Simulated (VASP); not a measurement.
Consider the following.

```
CELL_PARAMETERS angstrom
      2.76407     0.00000     0.00000
     -1.38204     2.39376     0.00000
      0.00000     0.00000     5.66276
ATOMIC_POSITIONS crystal
  Tc 0.00000 0.00000 0.00000
  Tc 0.00000 0.00000 0.50000
  N  0.66667 0.33333 0.75000
  N  0.33333 0.66667 0.25000
```

Method: PBEsol GGA, VASP's PBE PAW potentials (set 64) (plane waves; VASP 6.6.1). Numerical set-up: 520 eV cut-off, 14×14×6 Γ-centred mesh, tetrahedra with Blöchl corrections, potentials Tc_pv N.

The cores are frozen, which limits the accuracy of field gradients.

Q: Give the principal components of the electric field gradient (V/Å²) and the asymmetry η at each nucleus.

A: 
| atom | Vxx | Vyy | Vzz | η |
|---|---|---|---|---|
| Tc1 | -2.6 | -2.6 | 5.3 | 0.00 |
| Tc2 | -2.6 | -2.6 | 5.3 | 0.00 |
| N3 | -3.5 | -3.5 | 6.9 | 0.00 |
| N4 | -3.5 | -3.5 | 6.9 | 0.00 |

The structure comes from a computed database's TcN entry (P6_3/mmc); how it stands against other phases isn't given here. It was relaxed first.
